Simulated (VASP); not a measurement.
# SiB2 (P6/mmm) in VASP: notebook

The runs below take SiB2 through relaxation of cell and atoms, single point, with PBE, r2SCAN.

Program: VASP 6.6.1. These are calculated values, not measurements. Logs are shortened: lines on timing, memory, paths and dates and some standing lists are left out, and cuts for length are marked.

### 1 The crystal as given

Symmetry: P6/mmm, No. 191, hexagonal system. The conventional cell has a = 2.975 Å, b = 2.975 Å, c = 3.582 Å, α = 90.00°, β = 90.00°, γ = 120.00°. Around Si (site symmetry 6/mmm) lie 12 B at 2.48 Å. Around B (site symmetry -6m2) lie 3 B at 1.72 Å.

The cell was built by a generator and needn't be a form met in nature.

### 2 Relaxation of cell and atoms, PBE

Contents of INCAR:

```
SYSTEM = SiB2
ALGO = Normal
EDIFF = 1E-6
EDIFFG = -0.01
ENCUT = 520
GGA = PE
IBRION = 2
ISIF = 3
ISMEAR = 0
LASPH = .TRUE.
LCHARG = .FALSE.
LREAL = .FALSE.
LWAVE = .FALSE.
NELM = 120
NSW = 90
PREC = Accurate
SIGMA = 0.1
```

Contents of KPOINTS:

```
k-points
0
G
  14 14 10
  0 0 0
```

Contents of POSCAR:

```
SiB2
1.0
    2.9746907200      0.0000000000      0.0000000000
   -1.4873453600      2.5761577400      0.0000000000
    0.0000000000      0.0000000000      3.5820000000
Si B
1 2
Direct
    0.0000000000      0.0000000000      0.0000000000
    0.3333333300      0.6666666700      0.5000000000
    0.6666666700      0.3333333300      0.5000000000
```

Potentials or basis: VASP PAW PBE potentials, release 64 (Si, B).

The run is started by

```
$ cat potpaw_PBE.64/Si/POTCAR potpaw_PBE.64/B/POTCAR > POTCAR
$ mpirun -np 1 vasp_std > vasp.out
```

OUTCAR:

```text
SYSTEM = SiB2
   EDIFF = 1E-6
   EDIFFG = -0.01
   ENCUT = 520
   GGA = PE
   IBRION = 2
   ISIF = 3
   ISMEAR = 0
   LASPH = .TRUE.
   LREAL = .FALSE.
   NELM = 120
   NSW = 90
   PREC = Accurate

 ion  position               nearest neighbor table
   1  0.000  0.000  0.000-   2 2.48   3 2.48   2 2.48   3 2.48   3 2.48   3 2.48   2 2.48   2 2.48
                             3 2.48   3 2.48   2 2.48   2 2.48
   2  0.333  0.667  0.500-   3 1.72   3 1.72   3 1.72   1 2.48   1 2.48   1 2.48   1 2.48   1 2.48
                             1 2.48
   3  0.667  0.333  0.500-   2 1.72   2 1.72   2 1.72   1 2.48   1 2.48   1 2.48   1 2.48   1 2.48
                             1 2.48

  LATTYP: Found a hexagonal cell.
 ALAT       =     2.9746907200
 C/A-ratio  =     1.2041587974

  Lattice vectors:

 A1 = (   2.9746907200,   0.0000000000,   0.0000000000)
 A2 = (  -1.4873453600,   2.5761577400,   0.0000000000)
 A3 = (   0.0000000000,   0.0000000000,   3.5820000000)

Analysis of symmetry for initial positions (statically):
=====================================================================
 Subroutine PRICEL returns:
 Original cell was already a primitive cell.

 Routine SETGRP: Setting up the symmetry group for a
 hexagonal supercell.

 Subroutine GETGRP returns: Found 24 space group operations
 (whereof 24 operations were pure point group operations)
 out of a pool of 24 trial point group operations.

The static configuration has the point symmetry D_6h.

Analysis of symmetry for dynamics (positions and initial velocities):
=====================================================================
 Subroutine PRICEL returns:
 Original cell was already a primitive cell.

 Routine SETGRP: Setting up the symmetry group for a
 hexagonal supercell.

 Subroutine GETGRP returns: Found 24 space group operations
 (whereof 24 operations were pure point group operations)
 out of a pool of 24 trial point group operations.

The dynamic configuration has the point symmetry D_6h.

 Subroutine INISYM returns: Found 24 space group operations
 (whereof 24 operations are pure point group operations),
 and found     1 'primitive' translations

----------------------------------------------------------------------------------------

                                     Primitive cell

  volume of cell :      27.4498

  direct lattice vectors                    reciprocal lattice vectors
[... 107 lines left out ...]
   IMIX   =      4    mixing-type and parameters
     AMIX     =   0.40;   BMIX     =  1.00
     AMIX_MAG =   1.60;   BMIX_MAG =  1.00
  volume/ion in A,a.u.               =       9.15        61.75
  Fermi-wavevector in a.u.,A,eV,Ry     =   1.169216  2.209499 18.600074  1.367067
  Thomas-Fermi vector in A             =   2.305692
   LORBIT       =      0    0 simple, 1 ext, 2 COOP (PROOUT), +10 PAW based schemes
   GGA     = PE    functional components
   LHFCALC =     F    Hartree Fock is set to
   AEXX    =    0.0000 exact exchange contribution
   IVDW    =     0    specifies the selected vdW correction
   LEPSILON=     F    determine dielectric tensor
   LRPA    =     F    only Hartree local field effects (RPA)
 conjugate gradient relaxation of ions
 non-spin polarized calculation
 Gauss-broadening in eV      SIGMA  =   0.10
  energy-cutoff  :      520.00
  volume of cell :       27.45
 maximum number of plane-waves:       770
 NGX is ok and might be reduce to    24
   NGX = 11   NGY = 11   NGZ = 13

--------------------------------------- Ionic step        1  -------------------------------------------

 number of electron      10.0000000 magnetization

 Free energy of the ion-electron system (eV)
  ---------------------------------------------------
  ext. energy  EPLUGINS =         0.00000000
  ---------------------------------------------------
  free energy    TOTEN  =       -17.24853204 eV

  energy without entropy =      -17.24470170  energy(sigma->0) =      -17.24661687

------------------------ aborting loop because EDIFF is reached ----------------------------------------

  FORCE on cell =-STRESS in cart. coord.  units (eV):
  Direction    XX          YY          ZZ          XY          YZ          ZX
  --------------------------------------------------------------------------------------
  -------------------------------------------------------------------------------------
  Total        0.2210754      0.2210754     -0.7259138      0.0000000      0.0000000     -0.0000000
  in kB       12.9036089     12.9036090    -42.3697371      0.0000000      0.0000000     -0.0000000
  external PRESSURE =      -5.5208397 kB  Pullay stress =       0.0000000 kB
[... 172 lines left out ...]
--------------------------------------- Ionic step        6  -------------------------------------------

 number of electron      10.0000000 magnetization

 Free energy of the ion-electron system (eV)
  ---------------------------------------------------
  ext. energy  EPLUGINS =         0.00000000
  ---------------------------------------------------
  free energy    TOTEN  =       -17.25520154 eV

  energy without entropy =      -17.25263340  energy(sigma->0) =      -17.25391747

 E-fermi :   9.4821     XC(G=0): -11.8318

 val. band max:        9.4169187795   @ k =   0.3571   0.2857   0.1000
 cond. band min:       9.4847767866   @ k =   0.2857   0.2143   0.2000
 fundamental gap:      0.0678580071
 Fermi energy:         9.4820755856

 k-point     1 :       0.0000    0.0000    0.0000
  band No.  band energies     occupation
      1      -6.4257      2.00000
      2       3.0528      2.00000
      3       5.6558      2.00000
      4       8.5559      2.00000
      5       8.5559      2.00000
      6      12.5558      0.00000
      7      12.5558      0.00000
      8      17.5138      0.00000
      9      17.6825      0.00000
[... 265 lines left out ...]
 k-point    24 :       0.3571    0.2857    0.0000
  band No.  band energies     occupation
      1      -0.6478      2.00000
      2      -0.4323      2.00000
      3       0.7473      2.00000
      4       8.9764      2.00000
      5       9.6608      0.01150
      6      10.1843      0.00000
      7      11.0151      0.00000
      8      11.4663      0.00000
      9      11.8065      0.00000

 [... further k-points ...]

------------------------ aborting loop because EDIFF is reached ----------------------------------------

  FORCE on cell =-STRESS in cart. coord.  units (eV):
  Direction    XX          YY          ZZ          XY          YZ          ZX
  --------------------------------------------------------------------------------------
  -------------------------------------------------------------------------------------
  Total       -0.0130489     -0.0130489      0.0217465     -0.0000000      0.0000000      0.0000000
  in kB       -0.7709247     -0.7709247      1.2847783     -0.0000000      0.0000000      0.0000000
  external PRESSURE =      -0.0856903 kB  Pullay stress =       0.0000000 kB
[... 18 lines left out ...]
  FREE ENERGIE OF THE ION-ELECTRON SYSTEM (eV)
  ---------------------------------------------------
  free  energy   TOTEN  =       -17.2552015382 eV

  energy  without entropy=      -17.2526334046  energy(sigma->0) =      -17.25391747

 reached required accuracy - stopping structural energy minimisation
```

Wall time 77 s (1 thread of Intel Xeon Platinum 8259CL at 2.50GHz (Skylake/Cascade Lake), shared host); peak memory 0.16 GiB.

What came out:

```yaml
Free_energy: -17.2552 eV
Relaxed_volume: 9.04 Å³/atom
Relaxed_cell: a = 2.981 Å, b = 2.981 Å, c = 3.524 Å, α = 90.00°, β = 90.00°, γ = 120.00°
Space_group_after_relaxing_to_0.05_Å: P6/mmm (No. 191)
Energy_gained_by_relaxing: 2.2 meV/atom
Ionic_steps: 6
Pressure_after_relaxing: 0.0 GPa
Band_gap_on_the_k_mesh: none (metal or under the smearing width)
```

The path:
```tsv
step	energy change (eV)	largest force (eV/Å)	pressure (GPa)	volume (Å³)
1	0.0000	0.0000	-0.55	27.45
2	-0.0060	0.0000	-0.93	27.32
3	-0.0061	0.0000	-0.97	27.30
4	-0.0061	0.0000	-0.96	27.30
5	-0.0066	0.0000	0.28	27.06
6	-0.0067	0.0000	-0.01	27.12
```

Final structure:
```cif
data_structure
_symmetry_space_group_name_H-M 'P 1'
_symmetry_Int_Tables_number 1
_cell_length_a 2.9809
_cell_length_b 2.9809
_cell_length_c 3.5241
_cell_angle_alpha 90.000
_cell_angle_beta 90.000
_cell_angle_gamma 120.000
_cell_volume 27.12
loop_
_atom_site_label
_atom_site_type_symbol
_atom_site_fract_x
_atom_site_fract_y
_atom_site_fract_z
_atom_site_occupancy
Si1 Si 0.00000 0.00000 0.00000 1
B1 B 0.33333 0.66667 0.50000 1
B2 B 0.66667 0.33333 0.50000 1
```

### 3 Relaxation of cell and atoms, PBE

This run uses another cell than the first one, of 9.04 Å³/atom, 0.988 times its volume.

Changes to INCAR since step 2:

```diff
@@ -2,4 +2,4 @@
 ALGO = Normal
-EDIFF = 1E-6
-EDIFFG = -0.01
+EDIFF = 1E-7
+EDIFFG = -0.005
 ENCUT = 520
@@ -14,3 +14,4 @@
 NELM = 120
-NSW = 90
+NSW = 60
+POTIM = 0.3
 PREC = Accurate
```

KPOINTS is that of step 2.

Contents of POSCAR:

```
SiB2                                    
1.0
    2.9808802394      0.0000000000     -0.0000000000
   -1.4904401197      2.5815180211     -0.0000000000
   -0.0000000000     -0.0000000000      3.5241391018
  Si              B             
     1     2
Direct
     0.0000000000000000    1.0000000000000000    0.0000000000000000
     0.3333333300000021    0.6666666699999979    0.5000000000000000
     0.6666666699999979    0.3333333300000021    0.5000000000000000
```

Potentials or basis: VASP PAW PBE potentials, release 64 (Si, B).

The run is started by

```
$ cat potpaw_PBE.64/Si/POTCAR potpaw_PBE.64/B/POTCAR > POTCAR
$ mpirun -np 1 vasp_std > vasp.out
```

It took 40 s on 1 thread of Intel Xeon Platinum 8259CL at 2.50GHz (Skylake/Cascade Lake), shared host; peak memory 0.16 GiB.

The run converged. Its results:

| Property | Result |
| --- | --- |
| Free energy | -17.2550 eV |
| Energy gained by relaxing | 0.0 meV/atom |
| Ionic steps | 2 |
| Pressure after relaxing | 0.0 GPa |
| Band gap on the k mesh | none (metal or under the smearing width) |

Final structure:
```yaml
crystal:
  lattice:
    - [2.98051, 0.00000, 0.00000]
    - [-1.49026, 2.58120, 0.00000]
    - [0.00000, 0.00000, 3.52490]
  atoms:
    - { symbol: Si, position: [0.00000, 0.00000, 0.00000] }
    - { symbol: B, position: [0.33333, 0.66667, 0.50000] }
    - { symbol: B, position: [0.66667, 0.33333, 0.50000] }
```

Levels at points of the mesh, in eV from the Fermi level:
```
           k point  band 3  band 4  band 5  band 6  band 7  band 8
(0.00, 0.00, 0.00)   -3.83   -0.92   -0.92    3.08    3.08    8.04
(0.50, 0.00, 0.00)   -4.23   -1.79   -0.66   -0.39    0.65    2.00
(0.00, 0.00, 0.50)   -0.46   -0.46    5.19    5.19    5.33    6.20
(0.50, 0.00, 0.50)   -7.37   -7.27   -3.46    2.60    3.17    3.48
```

### 4 Single point, r2SCAN

This run uses another cell than the first one, of 9.04 Å³/atom, 0.988 times its volume.

Contents of INCAR:

```
ALGO = Normal
EDIFF = 1E-6
ENCUT = 520
ISIF = 2
ISMEAR = 0
LASPH = T
LCHARG = F
LMIXTAU = T
LREAL = F
LWAVE = F
METAGGA = R2SCAN
NELM = 150
PREC = Accurate
SIGMA = 0.1
```

Contents of KPOINTS:

```
k-points
0
Gamma
  14 14 10
```

Contents of POSCAR:

```
SiB2                                    
1.0
    2.9805100196      0.0000000000     -0.0000000000
   -1.4902550098      2.5811974014      0.0000000000
    0.0000000000     -0.0000000000      3.5248981609
  Si              B             
     1     2
Direct
     0.0000000000000000    0.0000000000000000    0.0000000000000000
     0.3333333300000021    0.6666666699999979    0.5000000000000000
     0.6666666699999979    0.3333333300000021    0.5000000000000000
```

The run is started by

```
$ cat potpaw_PBE.64/Si/POTCAR potpaw_PBE.64/B/POTCAR > POTCAR
$ mpirun -np 1 vasp_std > vasp.out
```

Wall time 1.9 min (1 thread of Intel Xeon Platinum 8259CL at 2.50GHz (Skylake/Cascade Lake), shared host); peak memory 0.17 GiB.

Results (log left out):

```
Free energy            : -21.4992 eV
Pressure               : -1.8 GPa
Band gap on the k mesh : none (metal or under the smearing width)
```

Stress tensor (GPa, compression positive):
```
-2.34  0.00  0.00
 0.00 -2.34  0.00
 0.00  0.00 -0.83
```

Levels at points of the mesh, in eV from the Fermi level:
| k point | band 1 | band 2 | band 3 | band 4 | band 5 | band 6 | band 7 | band 8 | band 9 |
| --- | --- | --- | --- | --- | --- | --- | --- | --- | --- |
| (0.00, 0.00, 0.00) | -17.02 | -6.92 | -4.11 | -1.09 | -1.09 | 3.11 | 3.11 | 8.48 | 8.93 |
| (0.50, 0.00, 0.00) | -12.06 | -11.85 | -4.63 | -1.96 | -0.79 | -0.35 | 0.58 | 2.07 | 6.74 |
| (0.00, 0.00, 0.50) | -14.72 | -13.53 | -0.59 | -0.59 | 5.29 | 5.29 | 5.86 | 6.54 | 6.54 |
| (0.50, 0.00, 0.50) | -10.17 | -10.03 | -7.95 | -7.70 | -3.80 | 2.63 | 3.48 | 3.63 | 9.71 |

Caveat: the PAW data sets were made with another functional, which shifts forces and pressure a little.
